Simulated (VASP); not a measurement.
Method: PBEsol GGA, VASP's PBE PAW potentials (set 64) (plane waves; VASP).

The input files of a VASP run:

File POSCAR:
```
W(IO)2
1
   -1.8742000000     1.9524500000     8.3141500000
    1.8742000000    -1.9524500000     8.3141500000
    1.8742000000     1.9524500000    -8.3141500000
W I O
1 2 2
Direct
 -0.0079050000  -0.0091160000  -0.0093970000
  0.1795600000   0.1458230000  -0.0028620000
  0.8346050000   0.8634710000   0.0210350000
  0.4992840000  -0.0088630000   0.4946160000
 -0.0055450000   0.5086850000   0.4966090000
```

### INCAR
```
ALGO = Normal
EDIFF = 1E-6
ENCUT = 400
GGA = PS
ISIF = 2
ISMEAR = 0
LASPH = .TRUE.
LCHARG = .FALSE.
LMAXMIX = 6
LREAL = .FALSE.
LWAVE = .FALSE.
NELM = 100
PREC = Accurate
SIGMA = 0.1
SYSTEM = W(IO)2
```

KPOINTS:
```
Automatic
0
G
 5 5 5
0 0 0
```

POTCAR, in this order: W_sv I O (PBE.64 set). Program: vasp_std.

What VASP printed:

**OSZICAR**
```
       N       E                     dE             d eps       ncg     rms          rms(c)
DAV:   1     0.285109684848E+03    0.28511E+03   -0.17134E+04  3408   0.127E+03
DAV:   2    -0.173609231305E+02   -0.30247E+03   -0.29836E+03  3696   0.332E+02
DAV:   3    -0.396971799033E+02   -0.22336E+02   -0.22150E+02  3920   0.917E+01
DAV:   4    -0.400828614856E+02   -0.38568E+00   -0.38550E+00  3776   0.130E+01
DAV:   5    -0.400887574155E+02   -0.58959E-02   -0.58954E-02  3896   0.146E+00    0.396E+01
DAV:   6    -0.349025593483E+02    0.51862E+01   -0.45067E+01  3624   0.433E+01    0.124E+01
DAV:   7    -0.343980890106E+02    0.50447E+00   -0.12362E+01  3512   0.222E+01    0.124E+01
DAV:   8    -0.338594616919E+02    0.53863E+00   -0.27535E+00  3504   0.916E+00    0.265E+00
DAV:   9    -0.338537224797E+02    0.57392E-02   -0.79747E-02  3616   0.198E+00    0.722E-01
DAV:  10    -0.338515577149E+02    0.21648E-02   -0.17325E-02  3624   0.912E-01    0.326E-01
DAV:  11    -0.338514845656E+02    0.73149E-04   -0.76235E-04  3528   0.184E-01    0.186E-01
DAV:  12    -0.338515160654E+02   -0.31500E-04   -0.13695E-04  3464   0.738E-02    0.576E-02
DAV:  13    -0.338515100718E+02    0.59937E-05   -0.47976E-05  3824   0.489E-02    0.266E-02
DAV:  14    -0.338515158727E+02   -0.58009E-05   -0.16764E-05  3720   0.253E-02    0.831E-03
DAV:  15    -0.338515167027E+02   -0.82999E-06   -0.15729E-06  1840   0.740E-03
   1 F= -.33851517E+02 E0= -.33849027E+02  d E =-.497905E-02
```

### OUTCAR
```
------------------------ aborting loop because EDIFF is reached ----------------------------------------
  FORCE on cell =-STRESS in cart. coord.  units (eV):
  Direction    XX          YY          ZZ          XY          YZ          ZX
  --------------------------------------------------------------------------------------
  Total        1.0891578     -7.2047845     -1.1181911     -0.0247445     -0.2158320      0.3888033
  in kB       14.3392907    -94.8544859    -14.7215286     -0.3257737     -2.8415330      5.1187845
  external PRESSURE =     -31.7455746 kB  Pullay stress =       0.0000000 kB
  volume of cell :      121.70
      direct lattice vectors                 reciprocal lattice vectors
    -1.874200000  1.952450000  8.314150000     0.000000000  0.256088504  0.060138439
     1.874200000 -1.952450000  8.314150000     0.266780493  0.000000000  0.060138439
     1.874200000  1.952450000 -8.314150000     0.266780493  0.256088504  0.000000000
 POSITION                                       TOTAL-FORCE (eV/Angst)
 -----------------------------------------------------------------------------------
      1.85432      1.93647      8.25076         0.461042     -0.089275      1.708090
      1.80561      2.01273     -5.58507         0.176698     -0.049101     -0.379015
      0.09352     -0.01529     13.94317        -0.084095      0.071767     -0.380820
      1.84884      0.00539      8.27927         0.245775     -0.153114     -0.186493
      0.02031      1.91805      8.36845        -0.799420      0.219723     -0.761762
 -----------------------------------------------------------------------------------
    total drift:                                0.000069      0.000144      0.000228
  FREE ENERGIE OF THE ION-ELECTRON SYSTEM (eV)
  ---------------------------------------------------
  free  energy   TOTEN  =       -33.8515167027 eV

  energy  without entropy=      -33.8465376553  energy(sigma->0) =      -33.84902718
```
(Selected blocks of OUTCAR.)

At this cut-off the stress carries a Pulay error, which pulls relaxed volumes low.

The structure comes from a measured WI2O2 entry of the Crystallography Open Database, whose conditions weren't checked. The cell was not relaxed at this level, atoms are displaced from their ideal sites. The k-mesh is coarse (spacing up to 0.46 per Å, 2π included), so the numbers may not be converged in it.
